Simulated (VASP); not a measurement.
Method: PBE GGA, VASP's PBE PAW potentials (set 64) (plane waves; VASP).

VASP ran on this input.

**INCAR**
```
ALGO = Normal
EDIFF = 1E-6
ENCUT = 520
GGA = PE
ISMEAR = 0
LASPH = .TRUE.
LCHARG = .FALSE.
LMAXMIX = 4
LREAL = .FALSE.
LWAVE = .TRUE.
NELM = 100
PREC = Accurate
SIGMA = 0.05
SYSTEM = PbF2
```

File POSCAR:
```
PbF2
1
    0.0000000000     2.9970633668     2.9970633668
    2.9970633668     0.0000000000     2.9970633668
    2.9970633668     2.9970633668     0.0000000000
Pb F
1 2
Direct
  0.0000000000   1.0000000000   0.0000000000
  0.2500000000   0.2500000000   0.2500000000
  0.7500000000   0.7500000000   0.7500000000
```

KPOINTS:
```
K-points
0
G
 6 6 6
0 0 0
```

POTCAR, in this order: Pb_d F (PBE.64 set). Program: vasp_std.

Output

### OUTCAR
```
 ion  position               nearest neighbor table
   1  0.000  0.000  0.000-   2 2.60   3 2.60   3 2.60   3 2.60   3 2.60   2 2.60   2 2.60   2 2.60
  LATTYP: Found a face centered cubic cell.
 ALAT       =     5.9941267336
 Subroutine PRICEL returns:
 Original cell was already a primitive cell.
 Subroutine GETGRP returns: Found 48 space group operations
The static configuration has the point symmetry O_h .
The dynamic configuration has the point symmetry O_h .
 Subroutine INISYM returns: Found 48 space group operations
 Subroutine IBZKPT returns following result:
 Found     16 irreducible k-points:

 Following reciprocal coordinates:
            Coordinates               Weight
  0.000000  0.000000  0.000000      1.000000
  0.166667  0.000000  0.000000      8.000000
  0.333333  0.000000  0.000000      8.000000
  0.500000  0.000000  0.000000      4.000000
  0.166667  0.166667  0.000000      6.000000
  0.333333  0.166667  0.000000     24.000000
  0.500000  0.166667  0.000000     24.000000
 -0.333333  0.166667  0.000000     24.000000
 -0.166667  0.166667  0.000000     12.000000
  0.333333  0.333333  0.000000      6.000000
  0.500000  0.333333  0.000000     24.000000
 -0.333333  0.333333  0.000000     12.000000
  0.500000  0.500000  0.000000      3.000000
  0.500000  0.333333  0.166667     24.000000
 -0.333333  0.333333  0.166667     24.000000
 -0.333333  0.500000  0.166667     12.000000
   k-points           NKPTS =     16   k-points in BZ     NKDIM =     16   number of bands    NBANDS=     18
   number of dos      NEDOS =    301   number of ions     NIONS =      3
   total plane-waves  NPLWV =  32768
   dimension x,y,z NGX =    32 NGY =   32 NGZ =   32
   dimension x,y,z NGXF=    64 NGYF=   64 NGZF=   64
   ions per type =               1   2
   PREC   = accura    normal or accurate (medium, high low for compatibility)
   ISTART =      0    job   : 0-new  1-cont  2-samecut
   ICHARG =      2    charge: 1-file 2-atom 10-const
...
```

OSZICAR:
```
       N       E                     dE             d eps       ncg     rms          rms(c)
DAV:   1     0.313921622277E+03    0.31392E+03   -0.15059E+04   576   0.177E+03
DAV:   2     0.115466501239E+02   -0.30237E+03   -0.29217E+03   662   0.462E+02
DAV:   3    -0.154687504552E+02   -0.27015E+02   -0.26760E+02   660   0.157E+02
DAV:   4    -0.163286749249E+02   -0.85992E+00   -0.85934E+00   630   0.288E+01
DAV:   5    -0.163554255566E+02   -0.26751E-01   -0.26749E-01   646   0.509E+00    0.806E+00
DAV:   6    -0.143652901975E+02    0.19901E+01   -0.10633E+01   734   0.270E+01    0.276E+00
DAV:   7    -0.143571696897E+02    0.81205E-02   -0.47279E-01   584   0.469E+00    0.157E+00
DAV:   8    -0.143519351270E+02    0.52346E-02   -0.10585E-01   580   0.396E+00    0.495E-01
DAV:   9    -0.143495206217E+02    0.24145E-02   -0.21073E-02   668   0.110E+00    0.102E-01
DAV:  10    -0.143506915813E+02   -0.11710E-02   -0.17580E-03   576   0.484E-01    0.311E-02
DAV:  11    -0.143506711047E+02    0.20477E-04   -0.13635E-04   620   0.128E-01    0.142E-02
DAV:  12    -0.143506817397E+02   -0.10635E-04   -0.68847E-05   642   0.894E-02    0.120E-02
DAV:  13    -0.143506795805E+02    0.21592E-05   -0.25024E-05   656   0.536E-02    0.295E-03
DAV:  14    -0.143506795594E+02    0.21130E-07   -0.13627E-06   440   0.882E-03
   1 F= -.14350680E+02 E0= -.14350680E+02  d E =-.631668E-19
```

### OUTCAR
```
------------------------ aborting loop because EDIFF is reached ----------------------------------------
  FORCE on cell =-STRESS in cart. coord.  units (eV):
  Direction    XX          YY          ZZ          XY          YZ          ZX
  --------------------------------------------------------------------------------------
  Total        0.0064591      0.0064591      0.0064591      0.0000000      0.0000000      0.0000000
  in kB        0.1922036      0.1922036      0.1922036      0.0000000      0.0000000      0.0000000
  external PRESSURE =       0.1922036 kB  Pullay stress =       0.0000000 kB
  volume of cell :       53.84
      direct lattice vectors                 reciprocal lattice vectors
     0.000000000  2.997063367  2.997063367    -0.166829973  0.166829973  0.166829973
     2.997063367  0.000000000  2.997063367     0.166829973 -0.166829973  0.166829973
     2.997063367  2.997063367  0.000000000     0.166829973  0.166829973 -0.166829973
 POSITION                                       TOTAL-FORCE (eV/Angst)
 -----------------------------------------------------------------------------------
      0.00000      0.00000      0.00000         0.000000      0.000000      0.000000
      1.49853      1.49853      1.49853         0.000000      0.000000      0.000000
      4.49560      4.49560      4.49560        -0.000000     -0.000000     -0.000000
 -----------------------------------------------------------------------------------
    total drift:                                0.000000     -0.000000      0.000000
  FREE ENERGIE OF THE ION-ELECTRON SYSTEM (eV)
  ---------------------------------------------------
  free  energy   TOTEN  =       -14.3506795594 eV

  energy  without entropy=      -14.3506795594  energy(sigma->0) =      -14.35067956
```
(Selected blocks of OUTCAR.)

The compound is PbF2 in the fluorite structure, the β form. It was relaxed first.
